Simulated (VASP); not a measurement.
Here is the system:

```
CELL_PARAMETERS angstrom
      1.48520    -2.57244     0.00000
      1.48520     2.57244     0.00000
      0.00000     0.00000     3.16359
ATOMIC_POSITIONS crystal
  Ti 0.00000 0.00000 0.00000
  B  0.33333 0.66667 0.50000
  B  0.66667 0.33333 0.50000
```

Method: PBE GGA, VASP's PBE PAW potentials (set 64) (plane waves; VASP). Settings: 600 eV cut-off, 10×10×10 Γ-centred mesh, first-order Methfessel-Paxton smearing of 0.10 eV, potentials Ti_sv B.

Give the stress tensor in GPa (positive for a compressed cell).

```
18.78   0.00   0.00
 0.00  18.78   0.00
 0.00   0.00  14.84
```
The pressure is its mean diagonal, 17.47 GPa.

The compound is TiB2 in the AlB2 type structure. This cell was strained or had an atom moved on purpose.
